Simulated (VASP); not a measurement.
An input for Ansatz (written as the equivalent of a VASP run, and not itself run):

Ansatz 0.2 input:
```yaml
crystal:
  lattice:
    - [4.2120527, 0.0000000, 0.0000000]
    - [-2.1060264, 3.6477445, 0.0000000]
    - [0.0000000, 0.0000000, 7.2694339]
  atoms:
    - { symbol: Sr, position: [1.0000000, 0.0000000, 0.0000000] }
    - { symbol: Zn, position: [0.6666670, 0.3333330, 0.3713404] }
    - { symbol: Zn, position: [0.3333330, 0.6666670, 0.6286596] }
    - { symbol: As, position: [0.6666670, 0.3333330, 0.7279384] }
    - { symbol: As, position: [0.3333330, 0.6666670, 0.2720616] }
kpoints:
  mp_grid: { grid: [6, 6, 3] }
hamiltonian:
  xc: r2scan
  pseudopotentials: { kind: paw }
scf:
  occupations: { method: gaussian, width: 0.05 }
  max_iter: 100
relax:
  max_steps: 60
  f_tol: 0.02
  cell: {}
output: { forces: true, stress: true, eigenvalues: true }
```

Problem. Write the VASP files for the same calculation (r2SCAN).

Solution. This is not unique; one that fits is 
File POSCAR:
```
Sr(ZnAs)2
1
    4.2120527268     0.0000000000    -0.0000000000
   -2.1060263633     3.6477444847     0.0000000000
   -0.0000000000    -0.0000000000     7.2694339321
Sr Zn As
1 2 2
Direct
  1.0000000000   0.0000000000   0.0000000000
  0.6666670000   0.3333330000   0.3713403901
  0.3333330000   0.6666670000   0.6286596099
  0.6666670000   0.3333330000   0.7279383698
  0.3333330000   0.6666670000   0.2720616302
```

### KPOINTS
```
Automatic mesh
0
Gamma
6 6 3
0 0 0
```

INCAR:
```
ALGO = Normal
EDIFF = 1E-6
EDIFFG = -0.02
ENCUT = 400
IBRION = 2
ISIF = 3
ISMEAR = 0
LASPH = .True.
LCHARG = .False.
LMAXMIX = 4
LMIXTAU = .True.
LREAL = .False.
LWAVE = .False.
METAGGA = R2SCAN
NELM = 100
NSW = 60
PREC = Accurate
SIGMA = 0.05
SYSTEM = Sr(ZnAs)2
```

POTCAR, in this order: Sr_sv Zn As (PBE.64 set). Program: vasp_std.

Limits of the translation: each code has its own PAW files, so the cut-off isn't converted (ENCUT is set for VASP's; basis.ecutwfc is left out, and Ansatz then takes the one that its files recommend); Ansatz stops its SCF on the density residual and VASP on the energy change (EDIFF).

The structure comes from a computed database's SrZn2As2 entry (P-3m1); how it stands against other phases isn't given here. It was relaxed first. The start is the result of an earlier pass.
